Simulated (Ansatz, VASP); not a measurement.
## Two plane-wave programs on Tl2Pb

```
Tl Pb
1.0
     0.00000    3.79467    3.79467
     3.79467    0.00000    3.79467
     3.79467    3.79467    0.00000
Tl Pb
2 1
Direct
  0.25000 0.25000 0.25000
  0.75000 0.75000 0.75000
  0.00000 0.00000 0.00000
```

Change from the starting cell: species swapped into the Mg2Ge type (Fm-3m, No. 225).

Alike in both runs: functional PBE; k mesh 10 × 10 × 10; occupations gaussian, width 0.1 eV; no spin polarisation.

Ansatz relaxed the structure, and its values are those at the end. VASP's run is a single point on that final structure, the one shown.

|  | VASP | Ansatz |
| --- | --- | --- |
| version | VASP 6.6.1 | Ansatz 0.2.0 |
| potentials or method | VASP PAW PBE potentials, release 64 (Tl_d, Pb_d) | scalar-relativistic, plane waves, PAW |
| plane-wave cutoff (eV) | 520 | 420 |
| valence electrons in the cell | 40 | 40 |

|  | VASP | Ansatz | Ansatz less VASP |
| --- | --- | --- | --- |
| gap on the k mesh at the Fermi level (eV) | none | none | - |
| pressure (GPa) | -0.1 | 0.0 | +0.05 |

A gap of «none» marks a metal or a gap that the smearing closes. The functional is the same, so the differences come from potentials, cutoffs and numerics.

Spin-orbit coupling is left out, which matters for the levels of Pb, Tl.
